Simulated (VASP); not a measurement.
# SiGeO4 (Cmmm) in VASP: relaxation of cell and atoms with PBE

Aim: the relaxation of cell and atoms of SiGeO4 with PBE.

Program: VASP 6.6.1. These are calculated values, not measurements. Logs are shortened: lines on timing, memory, paths and dates and some standing lists are left out, and cuts for length are marked.

## (1) The structure

It takes space group Cmmm (No. 65, orthorhombic). The conventional cell has a = 6.053 Å, b = 6.053 Å, c = 2.790 Å, α = 90.00°, β = 90.00°, γ = 90.00°. Si (site symmetry mmm) has 6 O at 1.82 to 1.85 Å as nearest neighbours. Ge (site symmetry mmm) is surrounded by 6 O at 1.82 to 1.85 Å. Around O (site symmetry m2m) lie 2 Si at 1.82 Å and 1 Ge at 1.85 Å. O (site symmetry 2mm) has 2 Ge at 1.82 Å and 1 Si at 1.85 Å as nearest neighbours.

The cell comes from a database or a generator and needn't be the stable form of this composition.

## (2) Relaxation of cell and atoms, PBE

INCAR

```
SYSTEM = SiGeO4
PREC     = Accurate       ! precision mode
ENCUT    = 600            ! plane-wave cutoff, eV
EDIFF    = 1E-6           ! SCF threshold, eV
ISMEAR   = 0              ! smearing method
SIGMA    = 0.02           ! smearing width, eV
LREAL    = .False.        ! projectors in reciprocal space
LASPH    = .True.         ! aspherical terms in the spheres
NELM     = 100            ! most SCF steps
ALGO     = Normal         ! electronic algorithm
ISIF     = 3              ! what is computed and relaxed
LWAVE    = .False.        ! write WAVECAR
LCHARG   = .False.        ! write CHGCAR
GGA      = PE             ! functional
IBRION   = 2              ! ionic algorithm
NSW      = 60             ! ionic steps
EDIFFG   = -0.02          ! ionic threshold
KPAR     = 2
```

KPOINTS

```
Automatic mesh
0
Gamma
  12 8 8
  0 0 0
```

POSCAR

```
SiGeO4
1.0
    0.0000000000      0.0000000000      2.7901322500
    4.2799186900      0.0000000000      0.0000000000
    0.0000000000      4.2799186900      0.0000000000
Si Ge O
1 1 4
Direct
    0.5000000000      0.5000000000      0.5000000000
    0.0000000000      0.0000000000      0.0000000000
    0.0000000000      0.6942292300      0.6942292300
    0.5000000000      0.8057707700      0.1942292300
    0.0000000000      0.3057707700      0.3057707700
    0.5000000000      0.1942292300      0.8057707700
```

Potentials or basis: VASP PAW PBE potentials, release 64 (Si, Ge_d, O).

Launch:

```console
> cat potpaw_PBE.64/Si/POTCAR potpaw_PBE.64/Ge_d/POTCAR potpaw_PBE.64/O/POTCAR > POTCAR
> mpirun -np 2 vasp_std > vasp.out
```

OUTCAR:

```text
SYSTEM = SiGeO4
   PREC = Accurate
   ENCUT = 600
   EDIFF = 1E-6
   ISMEAR = 0
   LREAL = .False.
   LASPH = .True.
   NELM = 100
   ISIF = 3
   GGA = PE
   IBRION = 2
   NSW = 60
   EDIFFG = -0.02

 ion  position               nearest neighbor table
   1  0.500  0.500  0.500-   3 1.82   5 1.82   3 1.82   5 1.82   4 1.85   6 1.85
   2  0.000  0.000  0.000-   4 1.82   6 1.82   4 1.82   6 1.82   5 1.85   3 1.85
   3  0.000  0.694  0.694-   1 1.82   1 1.82   2 1.85
   4  0.500  0.806  0.194-   2 1.82   2 1.82   1 1.85
   5  0.000  0.306  0.306-   1 1.82   1 1.82   2 1.85
   6  0.500  0.194  0.806-   2 1.82   2 1.82   1 1.85

  LATTYP: Found a simple tetragonal cell.
 ALAT       =     4.2799186900
 C/A-ratio  =     0.6519124432

  Lattice vectors:

 A1 = (   4.2799186900,   0.0000000000,   0.0000000000)
 A2 = (   0.0000000000,   4.2799186900,   0.0000000000)
 A3 = (   0.0000000000,   0.0000000000,   2.7901322500)

Analysis of symmetry for initial positions (statically):
=====================================================================
 Subroutine PRICEL returns:
 Original cell was already a primitive cell.

 Routine SETGRP: Setting up the symmetry group for a
 simple tetragonal supercell.

 Subroutine GETGRP returns: Found  8 space group operations
 (whereof  8 operations were pure point group operations)
 out of a pool of 16 trial point group operations.

The static configuration has the point symmetry D_2h.

Analysis of symmetry for dynamics (positions and initial velocities):
=====================================================================
 Subroutine PRICEL returns:
 Original cell was already a primitive cell.

 Routine SETGRP: Setting up the symmetry group for a
 simple tetragonal supercell.

 Subroutine GETGRP returns: Found  8 space group operations
 (whereof  8 operations were pure point group operations)
 out of a pool of 16 trial point group operations.

The dynamic configuration has the point symmetry D_2h.

 Subroutine INISYM returns: Found  8 space group operations
 (whereof  8 operations are pure point group operations),
 and found     1 'primitive' translations

----------------------------------------------------------------------------------------

                                     Primitive cell

  volume of cell :      51.1088

[... 118 lines left out ...]
  Fermi-wavevector in a.u.,A,eV,Ry     =   1.533414  2.897732 31.992159  2.351357
  Thomas-Fermi vector in A             =   2.640484
   LORBIT       =      0    0 simple, 1 ext, 2 COOP (PROOUT), +10 PAW based schemes
   GGA     = PE    functional components
   LHFCALC =     F    Hartree Fock is set to
   AEXX    =    0.0000 exact exchange contribution
   IVDW    =     0    specifies the selected vdW correction
   LEPSILON=     F    determine dielectric tensor
   LRPA    =     F    only Hartree local field effects (RPA)
 conjugate gradient relaxation of ions
 non-spin polarized calculation
 Gauss-broadening in eV      SIGMA  =   0.02
  energy-cutoff  :      600.00
  volume of cell :       51.11
 maximum number of plane-waves:      1727
 NGX is ok and might be reduce to    24
   NGX = 11   NGY = 17   NGZ = 17

--------------------------------------- Ionic step        1  -------------------------------------------

 number of electron      42.0000016 magnetization

 Free energy of the ion-electron system (eV)
  ---------------------------------------------------
  ext. energy  EPLUGINS =         0.00000000
  ---------------------------------------------------
  free energy    TOTEN  =       -41.91343568 eV

  energy without entropy =      -41.91343568  energy(sigma->0) =      -41.91343568

------------------------ aborting loop because EDIFF is reached ----------------------------------------

  FORCE on cell =-STRESS in cart. coord.  units (eV):
  Direction    XX          YY          ZZ          XY          YZ          ZX
  --------------------------------------------------------------------------------------
  -------------------------------------------------------------------------------------
  Total        3.8270127      3.8270127      3.4736574      0.9145392      0.0000000      0.0000000
  in kB      119.9705534    119.9705534    108.8934467     28.6692998      0.0000000      0.0000000
  external PRESSURE =     116.2781845 kB  Pullay stress =       0.0000000 kB
[... 101 lines left out ...]
  FREE ENERGIE OF THE ION-ELECTRON SYSTEM (eV)
  ---------------------------------------------------
  free  energy   TOTEN  =       -42.2474522676 eV

  energy  without entropy=      -42.2474522676  energy(sigma->0) =      -42.24745227

[... ionic steps 4 to 7 ...]

--------------------------------------- Ionic step        8  -------------------------------------------

 number of electron      42.0000010 magnetization

------------------------ aborting loop because EDIFF is reached ----------------------------------------
[... 75 lines left out ...]
--------------------------------------- Ionic step       10  -------------------------------------------

 number of electron      42.0000011 magnetization

 Free energy of the ion-electron system (eV)
  ---------------------------------------------------
  ext. energy  EPLUGINS =         0.00000000
  ---------------------------------------------------
  free energy    TOTEN  =       -42.25562500 eV

  energy without entropy =      -42.25562500  energy(sigma->0) =      -42.25562500

 E-fermi :   6.6296     XC(G=0): -12.0230

 val. band max:        6.4868857509   @ k =   0.0000   0.0000   0.0000
 cond. band min:       9.1949576362   @ k =   0.0000   0.0000   0.0000
 fundamental gap:      2.7080718853
 Fermi energy:         6.6296470227

 k-point     1 :       0.0000    0.0000    0.0000
  band No.  band energies     occupation
      1     -18.1482      2.00000
      2     -17.8669      2.00000
      3     -17.8281      2.00000
      4     -17.7648      2.00000
      5     -17.7606      2.00000
      6     -14.9779      2.00000
[... 661 lines left out ...]
     24      15.5570      0.00000
     25      15.6551      0.00000

 [... further k-points ...]

------------------------ aborting loop because EDIFF is reached ----------------------------------------

  FORCE on cell =-STRESS in cart. coord.  units (eV):
  Direction    XX          YY          ZZ          XY          YZ          ZX
  --------------------------------------------------------------------------------------
  -------------------------------------------------------------------------------------
  Total       -0.0091479     -0.0091479     -0.0119746      0.0050186      0.0000000      0.0000000
  in kB       -0.2757541     -0.2757541     -0.3609621      0.1512799      0.0000000      0.0000000
  external PRESSURE =      -0.3041568 kB  Pullay stress =       0.0000000 kB
[... 21 lines left out ...]
  FREE ENERGIE OF THE ION-ELECTRON SYSTEM (eV)
  ---------------------------------------------------
  free  energy   TOTEN  =       -42.2556250041 eV

  energy  without entropy=      -42.2556250041  energy(sigma->0) =      -42.25562500

 reached required accuracy - stopping structural energy minimisation
```

CONTCAR:

```text
SiGeO4
   1.00000000000000
     0.0000000000000000    0.0000000000000000    2.8002632651476236
     4.3567555443798511    0.0267931193871522    0.0000000000000000
     0.0267931193871522    4.3567555443798511    0.0000000000000000
  Si              Ge              O
     1     1     4
Direct
     0.5000000000000000    0.5000000000000000    0.5000000000000000
     0.0000000000000000    0.0000000000000000    0.0000000000000000
     0.0000000000000000    0.6847580293319622    0.6847580293319622
     0.5000000000000000    0.7971126439540048    0.2028873560459951
     0.0000000000000000    0.3152419706680380    0.3152419706680380
     0.5000000000000000    0.2028873560459951    0.7971126439540048

  0.00000000E+00  0.00000000E+00  0.00000000E+00
  0.00000000E+00  0.00000000E+00  0.00000000E+00
  0.00000000E+00  0.00000000E+00  0.00000000E+00
  0.00000000E+00  0.00000000E+00  0.00000000E+00
  0.00000000E+00  0.00000000E+00  0.00000000E+00
  0.00000000E+00  0.00000000E+00  0.00000000E+00
```

It took 3.3 min on 2 MPI ranks of Intel Xeon 6975P-C (Granite Rapids), shared host; peak memory 0.34 GiB.

Results:

* Free energy: -42.2556 eV
* Relaxed volume: 8.86 Å³/atom
* Relaxed cell: a = 2.800 Å, b = 4.357 Å, c = 4.357 Å, α = 89.30°, β = 90.00°, γ = 90.00°
* Space group after relaxing (to 0.05 Å): Cmmm (No. 65)
* Energy gained by relaxing: 57.0 meV/atom
* Ionic steps: 10
* Pressure after relaxing: 0.0 GPa
* Band gap on the k mesh: 2.71 eV, direct

Forces in eV/Å, atoms in the order of the input:
```
Si   0.000  0.000  0.000
Ge   0.000  0.000  0.000
O    0.001  0.001  0.000
O    0.001 -0.001  0.000
O   -0.001 -0.001  0.000
O   -0.001  0.001  0.000
```

The path:
| step | energy change (eV) | largest force (eV/Å) | pressure (GPa) | volume (Å³) |
| --- | --- | --- | --- | --- |
| 1 | 0.0000 | 2.6769 | 11.63 | 51.11 |
| 2 | 0.1241 | 2.8195 | -8.94 | 55.82 |
| 3 | -0.3340 | 0.1033 | -0.97 | 53.12 |
| 4 | -0.3342 | 0.0711 | -0.60 | 53.07 |
| 5 | -0.3408 | 0.0756 | 0.93 | 52.89 |
| 6 | -0.3409 | 0.0725 | 0.81 | 52.91 |
| 7 | -0.3420 | 0.0565 | -0.18 | 53.17 |
| 8 | -0.3420 | 0.0520 | -0.12 | 53.15 |
| 9 | -0.3422 | 0.0202 | 0.01 | 53.15 |
| 10 | -0.3422 | 0.0020 | -0.03 | 53.15 |

Final structure:
```yaml
crystal:
  lattice:
    - [0.00000, 0.00000, 2.80026]
    - [4.35676, 0.02679, 0.00000]
    - [0.02679, 4.35676, 0.00000]
  atoms:
    - { symbol: Si, position: [0.50000, 0.50000, 0.50000] }
    - { symbol: Ge, position: [0.00000, 0.00000, 0.00000] }
    - { symbol: O, position: [0.00000, 0.68476, 0.68476] }
    - { symbol: O, position: [0.50000, 0.79711, 0.20289] }
    - { symbol: O, position: [0.00000, 0.31524, 0.31524] }
    - { symbol: O, position: [0.50000, 0.20289, 0.79711] }
```

A k mesh can miss the band edges. Expect the measured gap to be larger: semilocal functionals such as PBE lack the derivative discontinuity.
